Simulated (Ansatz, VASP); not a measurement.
**TiW (Ti-W-W-Ti stack, (111) layers) in two plane-wave programs**

Aim: how closely do two programs agree when they are given the same cell, functional and k mesh? Of the first pair: The structure shown is the start of the Ansatz relaxation below; VASP solves that cell, so the two are compared at the walk's first step.

Main program and level: Ansatz 0.2.0; plane waves, with VASP 6.6.1 beside it; PBEsol.

### Step 1. Starting point

The cell holds 4 atoms: 2 Ti and 2 W. Its edges and angles: a = 2.815 Å, b = 2.815 Å, c = 37.592 Å, α = 90.0°, β = 90.0°, γ = 120.0°. It derives from TiW. Vacuum lies along c. The height across the vacuum is the one that the program set for its solve, not the one typed.

### Step 2. Ansatz: relaxation, PBEsol

Ansatz runs on its PAW soft_1 files.

The two programs are compared at the cell with which this relaxation starts, whose forces are those of its first step.

input.yaml reads:

```yaml
crystal:
  lattice:
    - [2.81524, 0.0, 0.0]
    - [-1.40762, 2.43807, 0.0]
    - [0.0, 0.0, 17.8959]
  atoms:
    - { symbol: Ti, position: [0.0, 0.0, 0.30733294] }
    - { symbol: W, position: [0.33333333, 0.66666667, 0.43577765] }
    - { symbol: W, position: [0.66666667, 0.33333333, 0.56422235] }
    - { symbol: Ti, position: [0.0, 0.0, 0.69266706] }
  periodic: [true, true, false]
kpoints:
  mp_grid: { grid: [12, 12, 1] }
hamiltonian:
  xc: pbesol
  pseudopotentials: { kind: paw, azcp: { folder: soft_1 }, xc_functional: pbe }
scf:
  occupations: { method: gaussian, width: 0.1 }
output:
  forces: true
  stress: true
  eigenvalues: true
relax:
  adjacent_minimum: "off"
  f_tol: 0.005
  max_steps: 80
  cell: { stress_2d_tol: 0.02 }
```

Command:

```bash
$ ansatz run input.yaml --threads 4 --pin off --max-ram 12288MiB --backend cpu --events-out ev --progress --plain --runs-dir out
```

Numbers of over 12 decimals in the logs are rounded to 6 here.

Log:

```text
Warning: crystal.periodic: the lattice vector that does not repeat stood 0.000° off the slab's normal, 17.896 Å along it as the deck builds it. The run solves the slab on a vector along the normal, 37.592 Å long, with every atom where it was (on the deck's vector they left 11.00 Å outside them, and the widest stretch free of ions among them is 2.30 Å). A fractional position that the run reports is one of the run's ce [...]
crystal.periodic: the lattice vector that does not repeat stood 0.000° off the slab's normal, 17.896 Å along it as the deck builds it. The run solves the slab on a vector along the normal, 37.592 Å long, with every atom where it was (on the deck's vector they left 11.00 Å outside them, and the widest stretch free of ions among them is 2.30 Å). A fractional position that the run reports is one of the run's cell, which [...]
Engine: ansatz 0.2.0, aarch64-unknown-linux-gnu
Pseudopotentials: kind: paw
Pseudopotential: Ti, paw, valence charge 12, recommended cutoff 420 eV (normal), soft_1/Ti.paw.azcp
Pseudopotential: W, paw, valence charge 14, recommended cutoff 420 eV (normal), soft_1/W.paw.azcp
Functional definition: PBEsol
  exchange = pbesol_x
  correlation = pbesol_c
Crystal: 4 atoms, lattice volume = 258.021 Å³
Basis set: ecut = 420 eV, 5081 PW (Γ), exchange–correlation on 40×40×512 points (8 copies of the dense FFT grid, shifted against one another)
Bands: 32, of which v1, the nominal top of the filled ones, is band 26 counted from 1 (25 counted from 0)
Symmetry: 12 space group operations
Space group: P-3m1 (ITA 164), of the structure as read, at distance tolerance 6.4e-5 Å
k-points: 19 of 144
Non-local potential: Ti, projectors of the file, l = 0: 3, l = 1: 2, l = 2: 3, l = 3: 1
Non-local potential: W, projectors of the file, l = 0: 3, l = 1: 2, l = 2: 2, l = 3: 1
PAW form: soft (Blöchl's): semilocal exchange-correlation on the pseudo side does not see the compensation charge
PAW frozen core: Ti, regenerated for the run's functional, and the local potential with it (the file was generated under x = pbe(κ = 0.804, μ = 0.219515), c = pbe(β = 0.066725))
PAW frozen core: W, regenerated for the run's functional, and the local potential with it (the file was generated under x = pbe(κ = 0.804, μ = 0.219515), c = pbe(β = 0.066725))
PAW one-centre angular grid: Ti, 590 points (default); XC on 64 Gauss nodes
PAW one-centre angular grid: W, 590 points (default); XC on 64 Gauss nodes
Initial density: superposition of atomic densities (neutral atoms: chi_scale 0, normalization atom)
Initial wavefunctions: pseudopotential atomic-orbital guess
Functional: x = pbesol(κ = 0.804, μ = 0.123457), c = pbesol(β = 0.046)
SCF iter   1: F=—  HF=-25462.403779 eV  |F-HF|=—  |Δ(HF+E_count)|=         —  Δρ=3.48e-2  dr2=2.48e1  ethr=3.10e-3  ⟨swp⟩=12.4  Hψ=4407  notcnv=0
[...]
iter 1 solved again at ethr=1.77e-4 eV; its pass at ethr=3.10e-3 eV (dr2=9.21e-2 eV) is discarded
SCF iter   1: F=—  HF=-25459.925213 eV  |F-HF|=—  |Δ(HF+E_count)|=         —  Δρ=1.67e-3  dr2=9.04e-2  ethr=1.77e-4  ⟨swp⟩=2.0  Hψ=3504  notcnv=0
preconditioner: auto → LDOS  [metal: Δε(μ)=0.011 eV  Ē_g=3.446 eV  σ=0.100 eV  W_gap=0.06  n_scr=24 (ndim 8)  ℏωp=10.5 eV  f_vac=0.689  D(μ)=6.11/eV (n_scr^D=24)  β→1.0]
SCF iter   2: F=—  HF=-25459.922827 eV  |F-HF|=—  |Δ(HF+E_count)|=   2.39e-3  Δρ=6.02e-4  dr2=6.41e-3  ethr=1.74e-4  ⟨swp⟩=2.0  Hψ=839  notcnv=0
SCF iter   3: F=—  HF=-25459.922178 eV  |F-HF|=—  |Δ(HF+E_count)|=   6.48e-4  Δρ=1.90e-4  dr2=5.12e-4  ethr=1.23e-5  ⟨swp⟩=3.6  Hψ=1158  notcnv=0
SCF iter   4: F=—  HF=-25459.922093 eV  |F-HF|=—  |Δ(HF+E_count)|=   8.52e-5  Δρ=4.06e-5  dr2=1.46e-5  ethr=9.85e-7  ⟨swp⟩=3.8  Hψ=1284  notcnv=0
SCF iter   5: F=—  HF=-25459.922265 eV  |F-HF|=—  |Δ(HF+E_count)|=   1.72e-4  Δρ=1.71e-5  dr2=3.69e-6  ethr=2.82e-8  ⟨swp⟩=3.8  Hψ=1410  notcnv=0
SCF iter   6: F=—  HF=-25459.922266 eV  |F-HF|=—  |Δ(HF+E_count)|=   5.86e-7  Δρ=1.28e-5  dr2=6.81e-7  ethr=7.09e-9  ⟨swp⟩=3.3  Hψ=1129  notcnv=0
SCF iter   7: F=-25459.922266 eV  HF=-25459.922266 eV  |F-HF|=9.51e-9  |Δ(HF+E_count)|=   2.03e-9  Δρ=3.55e-6  dr2=8.26e-8  ethr=3.85e-10  ⟨swp⟩=16.1  Hψ=3690  notcnv=0
SCF 6 converged in 7 iterations: F = -25459.922266 eV  dr2 = 8.26e-8
relax step   6: F+E_penalty+E_count = -25459.92226557 eV  Δ(F+E_penalty+E_count) = -8.411e-4 eV  max|allowed force component| = 4.358e-3 eV/Å  Δτ_max = 0.0160 Å  P = +0.096 N/m  Ω = 248.561 Å³  energy of the carried Pulay correction = +7.619e-4 eV  fix = [c, alpha, beta]  reactions: c +0.000 N/m  (7 SCF iters, dr2 threshold 2.00e-7 eV, accepted)
[...]
relax step   7: F+E_penalty+E_count = -25459.92226793 eV  Δ(F+E_penalty+E_count) = -2.357e-6 eV  max|allowed force component| = 4.567e-4 eV/Å  Δτ_max = 0.0005 Å  P = -0.003 N/m  Ω = 248.639 Å³  energy of the carried Pulay correction = +7.555e-4 eV  fix = [c, alpha, beta]  reactions: c -0.000 N/m  (5 SCF iters, dr2 threshold 8.07e-9 eV, accepted)
[...]
relax step   8: F+E_penalty+E_count = -25459.92151915 eV  Δ(F+E_penalty+E_count) = +7.488e-4 eV  max|allowed force component| = 4.842e-4 eV/Å  Δτ_max = 0.0000 Å  P = -0.002 N/m  Ω = 248.639 Å³  fix = [c, alpha, beta]  reactions: c -0.000 N/m  stress off target by 1.63e-3 N/m on what of the cell is left free  SCF on the basis re-selected at this cell (its energy is not comparable with the rows above)  (8 SCF iters)
basis re-selected at this cell: Δ(F+E_penalty+E_count) = +7.488e-4 eV, ΔP = +0.001 N/m vs the last step (what re-selecting the basis moved, of the pressure what is left beyond the Pulay correction that the steps carried, after the strain that the cell walked since its last selection, with what the two solves' SCF thresholds leave and, on support functions, any second-order correction that the steps lacked; it is no m [...]
SCF converged after 8 iterations
Free energy (F): -25459.921519 eV
Harris-Foulkes:  -25459.921519 eV  (|F-HF|=1.82e-11)
Internal energy: -25459.889255 eV  (E = F + TS)
E sigma→0 (E₀):  -25459.905387 eV
Entropy (-TS):   -0.032265 eV (-8.066 meV/atom)
Fermi energy:    -4.453471 eV
--- Per-component energies (eV) ---
  E_band       = -1644.905624
  E_kinetic    = 1408.758338
  E_local      = -237887.451533  (includes V_loc(G=0)·N_el)
  E_nonlocal   = 80.309818
  E_hartree    = 118091.379555
  E_xc         = -760.971083
  E_vxc        = -750.407562  (∫ρ·V_xc dr)
  E_paw        = -18938.497613  (= ΣΔE_a)
  E_vpaw       = -678.874348  (= ΣTr[D̂ρ^β])
  E_aug_tail   = 0.000152  (compensation charges beyond the density's cutoff)
  E_ewald      = 112545.860627
  E_core_change = 0.722485  (= ΣΔE_core)
  E_smearing   = -0.032265  (= −TS)
  E_closure    = -0.000000  (closes the sum)
  Σ components = -25459.921519   (vs F -25459.921519, Δ=0.00e0)
--- Forces (eV/Å), atoms counted from 1 ---
  atom   1  Ti     0.00000000    -0.00000000     0.00004015
  atom   2  W     -0.00000000     0.00000000     0.00048420
  atom   3  W      0.00000000    -0.00000000    -0.00048420
  atom   4  Ti    -0.00000000     0.00000000    -0.00004015
  max |Σ_I F_I| component: 4.63e-18 eV/Å
--- 2D stress c σ (N/m, compression-positive) ---
       -0.001634      -0.000000      -0.000000
       -0.000000      -0.001634      -0.000000
       -0.000000      -0.000000      -0.000000
  P = ½ c Tr σ = -0.0016 N/m
--- Band table (eV; the first three rows and the last of 19) ---
  k-point 0: bands = [... 22 lower, -4.9159, -4.9159, -4.7084, -4.6703, -4.6693, -4.6693, -4.3778, -3.5294, ... 2 higher]
  k-point 1: bands = [... 22 lower, -5.2656, -4.9316, -4.7302, -4.6499, -4.4787, -4.4574, -4.4251, -3.7142, ... 2 higher]
  k-point 2: bands = [... 22 lower, -5.8337, -5.3166, -4.9079, -4.3343, -4.3064, -4.0892, -3.8911, -3.7909, ... 2 higher]
  k-point 18: bands = [... 22 lower, -6.2220, -5.0665, -5.0665, -4.3459, -4.3459, -4.2655, -4.2655, -3.3568, ... 2 higher]
--- Relaxed structure (7 steps of the walk, 6 accepted, 1 SCFs on fresh bases) ---
  F+E_penalty+E_count = -25459.92151915 eV   max|allowed force component| = 4.842e-4 eV/Å   (the final SCF, on the basis selected at the relaxed cell)
  cell:  # Å, volume = 248.6391 Å³
    - [2.763585, 0, 0]
    - [-1.381793, 2.393335, 0]
    - [0, 0, 37.591801756216]
  atoms:
    - { symbol: Ti, position: [-8.188617090898803e-18, -2.3396048831139398e-18, 0.142208] }
    - { symbol: W, position: [0.333333, 0.666667, 0.205888] }
    - { symbol: W, position: [0.666667, 0.333333, 0.270170] }
    - { symbol: Ti, position: [8.188617090898805e-18, 2.3396048831139394e-18, 0.333850] }
```

The column dr2 measures how far the density is from self-consistency, as an energy; F and HF (Harris–Foulkes) agree once it is small.

### Step 3. VASP: single point, PBEsol, start cell, pair 1

The same cell, functional, mesh and smearing now go to VASP, with its own data sets.

Lines of VASP's logs that name or quote its potential files are left out, and so is its time.

INCAR reads:

```
SYSTEM = TiW
PREC = Accurate
ENCUT = 520
EDIFF = 1E-06
NELM = 120
ISMEAR = 0
SIGMA = 0.1
LREAL = .FALSE.
ALGO = Normal
GGA = PS
NBANDS = 24
LASPH = .TRUE.
LORBIT = 11
LWAVE = .FALSE.
LCHARG = .FALSE.
ISIF = 2
LDIPOL = .TRUE.
IDIPOL = 3
DIPOL = 0.5 0.5 0.238
LVHAR = .TRUE.
GGA_COMPAT = .FALSE.
NELMDL = -8
KPAR = 2
```

POSCAR reads:

```
TiW
1.0
    2.8152400000      0.0000000000      0.0000000000
   -1.4076200000      2.4380700000      0.0000000000
    0.0000000000      0.0000000000     37.5918020000
Ti W
2 2
Direct
    0.0000000000      0.0000000000      0.1463084957
    0.0000000000      0.0000000000      0.3297500875
    0.3333333333      0.6666666667      0.2074556841
    0.6666666667      0.3333333333      0.2686028991
```

KPOINTS reads:

```
Automatic mesh
0
Gamma
12 12 1
0 0 0
```

Potentials, in the order of the species: Ti_sv and W (PBE family, release 64).

Command:

```bash
$ mpirun -np 2 vasp_std
```

Log:

```text
[banner, memory and clock lines left out]
running    2 mpi-ranks, on    1 nodes
 distrk:  each k-point on    1 cores,    2 groups
 distr:  one band on    1 cores,    1 groups

 POSCAR found type information on POSCAR TiW
 POSCAR found :  2 types and       4 ions
|                                                                             |
|               ----> ADVICE to this user running VASP <----                  |
|                                                                             |
|     You enforced a specific xc type in the INCAR file but a different       |
|     [... a line on the potential file left out ...]
|     I HOPE YOU KNOW WHAT YOU ARE DOING!                                     |
|                                                                             |

 LDA part: xc-table for (Slater+PW92), standard interpolation
 POSCAR, INCAR and KPOINTS ok, starting setup
 FFT: planning ... GRIDC
 FFT: planning ... GRID_SOFT
 FFT: planning ... GRID
 WAVECAR not read
 entering main loop
       N       E                     dE             d eps       ncg     rms          rms(c)
DAV:   1     0.304407465707E+03    0.30441E+03   -0.17631E+04  1160   0.127E+03
DAV:   2    -0.786268685992E+00   -0.30519E+03   -0.29533E+03  1096   0.360E+02
DAV:   3    -0.407397490561E+02   -0.39953E+02   -0.38232E+02  1656   0.112E+02
DAV:   4    -0.460889043530E+02   -0.53492E+01   -0.52357E+01  1408   0.352E+01
DAV:   5    -0.465345865034E+02   -0.44568E+00   -0.44525E+00  1392   0.877E+00
DAV:   6    -0.465466673516E+02   -0.12081E-01   -0.12077E-01  1384   0.174E+00
DAV:   7    -0.465470856646E+02   -0.41831E-03   -0.41823E-03  1424   0.263E-01
DAV:   8    -0.465470955482E+02   -0.98836E-05   -0.98830E-05  1376   0.410E-02    0.313E+01
DAV:   9    -0.627734890459E+02   -0.16226E+02   -0.16720E+02  1464   0.608E+01    0.297E+01
DAV:  10    -0.612938918280E+02    0.14796E+01   -0.49647E+02  1480   0.874E+01    0.212E+01
DAV:  11    -0.425137003531E+02    0.18780E+02   -0.98879E+01  1352   0.398E+01    0.127E+01
DAV:  12    -0.417903598765E+02    0.72334E+00   -0.88586E+00  1352   0.133E+01    0.776E+00
DAV:  13    -0.416892854645E+02    0.10107E+00   -0.41853E-01  1392   0.371E+00    0.650E+00
DAV:  14    -0.415685142744E+02    0.12077E+00   -0.12789E-01  1400   0.169E+00    0.582E+00
[...]
DAV:  25    -0.413407200481E+02   -0.33126E-04   -0.14183E-05  1120   0.159E-02    0.738E-03
DAV:  26    -0.413407682801E+02   -0.48232E-04   -0.52134E-06   864   0.120E-02    0.384E-03
DAV:  27    -0.413407997282E+02   -0.31448E-04   -0.45859E-06   920   0.850E-03    0.337E-03
DAV:  28    -0.413408083816E+02   -0.86534E-05   -0.83866E-07   760   0.516E-03    0.144E-03
DAV:  29    -0.413408103782E+02   -0.19966E-05   -0.62215E-08   672   0.169E-03    0.995E-04
DAV:  30    -0.413408140586E+02   -0.36804E-05   -0.14485E-07   672   0.207E-03    0.165E-03
DAV:  31    -0.413408157030E+02   -0.16444E-05   -0.88628E-08   632   0.228E-03    0.686E-04
DAV:  32    -0.413408159270E+02   -0.22398E-06   -0.15060E-08   624   0.647E-04
   1 F= -.41340816E+02 E0= -.41325771E+02  d E =-.300896E-01
```

From OUTCAR (step 3):

```text
ion  position               nearest neighbor table
   1  0.000  0.000  0.146-   3 2.82   3 2.82   3 2.82
   2  0.000  0.000  0.330-   4 2.82   4 2.82   4 2.82
   3  0.333  0.667  0.207-   1 2.82   1 2.82   1 2.82   4 2.82   4 2.82   4 2.82
   4  0.667  0.333  0.269-   2 2.82   2 2.82   2 2.82   3 2.82   3 2.82   3 2.82

  LATTYP: Found a hexagonal cell.
 ALAT       =     2.8152400000
 C/A-ratio  =    13.3529652889

 Subroutine GETGRP returns: Found 12 space group operations
 (whereof  6 operations were pure point group operations)

The static configuration has the point symmetry C_3v.
 The point group associated with its full space group is D_3d.

 Found     19 irreducible k-points:

   k-points           NKPTS =     19   k-points in BZ     NKDIM =     19   number of bands    NBANDS=     24

   dimension x,y,z NGX =    24 NGY =   24 NGZ =  280
   dimension x,y,z NGXF=    48 NGYF=   48 NGZF=  560

   ENCUT  =  520.0 eV  38.22 Ry    6.18 a.u.   5.23  5.23 69.90*2*pi/ulx,y,z

   NELECT =      36.0000    total number of electrons

 k-points in reciprocal lattice and weights: Automatic mesh
   0.00000000  0.00000000  0.00000000       0.007
   0.08333333 -0.00000000  0.00000000       0.042
   0.16666667  0.00000000  0.00000000       0.042
   0.25000000  0.00000000  0.00000000       0.042
   0.33333333 -0.00000000  0.00000000       0.042
   0.41666667  0.00000000  0.00000000       0.042
   0.50000000  0.00000000  0.00000000       0.021
   0.08333333  0.08333333  0.00000000       0.042
   0.16666667  0.08333333  0.00000000       0.083
[...]
0.33333333  0.25000000  0.00000000       0.083
   0.33333333  0.33333333  0.00000000       0.014

 dipolmoment           0.000000      0.000000      0.000003 electrons x Angstroem

 average (electrostatic) potential at core
       1 -81.6801       2 -81.6800       3 -46.0758       4 -46.0758

 E-fermi :  -1.1816

 k-point     1 :       0.0000    0.0000    0.0000
  band No.  band energies     occupation
    ...
     16      -1.7019      2.00000
     17      -1.5465      2.00000
     18      -1.5465      2.00000
     19      -1.3889      1.99664
     20      -1.2862      1.86105
     21      -0.7139      0.00000
     22      -0.4281      0.00000
     23      -0.4281      0.00000
     24      -0.2955      0.00000

 k-point     2 :       0.0833   -0.0000    0.0000
  band No.  band energies     occupation
    ...
     16      -1.6415      2.00000
     17      -1.5488      2.00000
     18      -1.3456      1.97966
     19      -1.1820      1.00486
     20      -1.1393      0.54981
     21      -0.9743      0.00338
     22      -0.6046      0.00000
     23      -0.3540      0.00000
     24      -0.3137      0.00000

 k-point     3 :       0.1667    0.0000    0.0000
  band No.  band energies     occupation
    ...
     13      -2.9982      2.00000
     14      -2.7726      2.00000
     15      -2.5550      2.00000
     16      -1.9116      2.00000
     17      -1.3313      1.96582
     18      -1.0727      0.12369
     19      -0.9565      0.00146
     20      -0.8978      0.00006
     21      -0.8406      0.00000
     22      -0.8339      0.00000
    ...

  Total       -1.0100867     -1.0100873      0.3987382      0.0000000     -0.0000000     -0.0000000
  in kB       -6.2721222     -6.2721255      2.4759605      0.0000000     -0.0000000     -0.0000000
  external PRESSURE =      -3.3560958 kB  Pullay stress =       0.0000000 kB

  energy-cutoff  :      520.00
  volume of cell :      258.02
      direct lattice vectors                 reciprocal lattice vectors
     2.815240000  0.000000000  0.000000000     0.355209503  0.205080248  0.000000000
    -1.407620000  2.438070000  0.000000000     0.000000000  0.410160496  0.000000000
     0.000000000  0.000000000 37.591802000     0.000000000  0.000000000  0.026601545

 POSITION                                       TOTAL-FORCE (eV/Angst)
 -----------------------------------------------------------------------------------
      0.00000      0.00000      5.50000        -0.000000     -0.000000      0.002909
      0.00000      0.00000     12.39590         0.000000      0.000000     -0.002909
     -0.00000      1.62538      7.79863         0.000000     -0.000000     -0.193375
      1.40762      0.81269     10.09727         0.000000      0.000000      0.193375
 -----------------------------------------------------------------------------------
    total drift:                                0.000000      0.000000      0.000218

  FREE ENERGIE OF THE ION-ELECTRON SYSTEM (eV)
  ---------------------------------------------------
  free  energy   TOTEN  =       -41.3408159270 eV

  energy  without entropy=      -41.3107263743  energy(sigma->0) =      -41.32577115

 vacuum level on the upper side and lower side of the slab         3.203         3.203

 total charge
# of ion       s       p       d       tot
------------------------------------------
    1        2.264   6.100   1.946  10.310
    2        2.264   6.100   1.946  10.310
    3        0.698   0.666   4.161   5.525
    4        0.698   0.666   4.161   5.525
--------------------------------------------------
tot          5.924  13.531  12.214  31.670

[... 3 further parts left out ...]
```

The run ends at a pressure of -0.34 GPa, with forces up to 0.19 eV/Å.

### Step 4. Side by side

Known differences besides the potentials themselves: Ansatz cuts the interaction across the vacuum, VASP repeats the sheet with a dipole correction (LDIPOL); the data sets hold 52 valence electrons in Ansatz (on its PAW soft_1 files) and 36 in VASP; the cutoff is 420 eV in Ansatz and 520 eV in VASP; Ansatz makes its cores anew for this functional, VASP keeps those of its PBE data sets. Total energies have different zeros and are not compared.

Forces (eV/Å; atoms numbered as in POSCAR):

| atom | Ansatz x, y, z | VASP x, y, z |
| --- | --- | --- |
| Ti1 | 0.000, 0.000, -0.041 | 0.000, 0.000, 0.003 |
| Ti2 | 0.000, 0.000, 0.041 | 0.000, 0.000, -0.003 |
| W3 | 0.000, 0.000, -0.267 | 0.000, 0.000, -0.193 |
| W4 | 0.000, 0.000, 0.267 | 0.000, 0.000, 0.193 |

The forces differ by 35 meV/Å r.m.s., which is 44.1 % of the r.m.s. force of 0.079 eV/Å (both taken over all components). Where the cell holds vacuum, a pressure given here is an average over it and none of the material.

### Step 5. Ansatz: relaxation, PBEsol

This run makes the geometry at which the two programs are then compared.

The structure compared here is the end of the Ansatz relaxation.

This is the run of step 2 again, met here at its other cell.

(Continued in part 2 of 2.)

[Lines on the potential files, build, host, timing and source positions are cut from VASP's logs without a mark.]

[Logs are printed without paths, hosts, clocks, repeated set-up lines and the standing remarks that a program may print on its own settings, such as how far it seeks lower states.]

[Hosts, paths, dates, database ids (printed as entryN), source tags and the programs' standing remarks are cut or masked in the printed files.]
